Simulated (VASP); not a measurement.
La2AgSb4Au:

```xyz
16
Lattice="4.3712 -4.3712 0.0000 4.3712 4.3712 0.0000 0.0000 0.0000 10.9856" Properties=species:S:1:pos:R:3 pbc="T T T"
La    4.3712   -2.1856    2.8891
La    4.3712    2.1856    2.8891
La    2.1856    0.0000    8.0965
La    6.5567    0.0000    8.0965
Au    0.0000    0.0000    0.0000
Au    2.1856    2.1856    0.0000
Ag    4.3712    0.0000    0.0000
Ag    2.1856   -2.1856    0.0000
Sb    4.3712   -2.1856    9.1545
Sb    4.3712    2.1856    9.1545
Sb    2.1856    0.0000    1.8312
Sb    6.5567    0.0000    1.8312
Sb    0.0000    0.0000    5.4928
Sb    4.3712    0.0000    5.4928
Sb    2.1856    2.1856    5.4928
Sb    2.1856   -2.1856    5.4928
```

The cell was built by a generator and needn't be a form met in nature.

| Item | Value |
| --- | --- |
| Program | VASP 6.6.1 |
| Task | relaxation of cell and atoms |
| Functional | PBEsol |
| Potentials or basis | VASP PAW PBE potentials, release 64 (La, Au, Ag, Sb) |
| Cutoff | 600 eV |
| k mesh | 6 × 6 × 4 |
| Occupations | methfessel-paxton, width 0.1 eV |
| Spin | no spin polarisation |

At the start: pressure -1.8 GPa; volume 26.24 Å³/atom.

Problem. Where does the relaxation end?

Solution. Over 12 steps the energy falls by 12.5 meV/atom and the volume is 25.38 Å³/atom (-3.3 %); space group Pccm (No. 49, to 0.05 Å).

The path:
```tsv
step	energy change (eV)	largest force (eV/Å)	pressure (GPa)	volume (Å³)
1	0.0000	0.3164	-1.84	419.80
2	-0.0809	0.2827	1.49	401.72
3	-0.0970	0.2948	0.46	406.79
4	-0.1490	0.2466	0.31	406.62
5	-0.1853	0.1581	0.09	406.09
6	-0.1974	0.0524	-0.17	407.13
7	-0.1984	0.0210	-0.27	407.54
8	-0.1972	0.0382	0.40	404.22
9	-0.1999	0.0131	0.01	406.11
10	-0.1999	0.0130	0.01	406.08
11	-0.1999	0.0127	0.02	406.02
12	-0.1999	0.0092	0.01	406.09
```

Final structure:
```yaml
crystal:
  lattice:
    - [4.38718, -4.38718, 0.00000]
    - [4.39097, 4.39097, 0.00000]
    - [0.00000, 0.00000, 10.54018]
  atoms:
    - { symbol: La, position: [0.75267, 0.25000, 0.25527] }
    - { symbol: La, position: [0.24733, 0.75000, 0.25527] }
    - { symbol: La, position: [0.24733, 0.25000, 0.74473] }
    - { symbol: La, position: [0.75267, 0.75000, 0.74473] }
    - { symbol: Au, position: [0.00000, 0.00000, 0.00000] }
    - { symbol: Au, position: [0.00000, 0.50000, 0.00000] }
    - { symbol: Ag, position: [0.50000, 0.50000, 0.00000] }
    - { symbol: Ag, position: [0.50000, 0.00000, 0.00000] }
    - { symbol: Sb, position: [0.74994, 0.25000, 0.82868] }
    - { symbol: Sb, position: [0.25006, 0.75000, 0.82868] }
    - { symbol: Sb, position: [0.25006, 0.25000, 0.17132] }
    - { symbol: Sb, position: [0.74994, 0.75000, 0.17132] }
    - { symbol: Sb, position: [0.00000, 0.00000, 0.50000] }
    - { symbol: Sb, position: [0.50000, 0.50000, 0.50000] }
    - { symbol: Sb, position: [0.00000, 0.50000, 0.50000] }
    - { symbol: Sb, position: [0.50000, 0.00000, 0.50000] }
```

Caveat: the PAW data sets were made with another functional, which shifts forces and pressure a little.
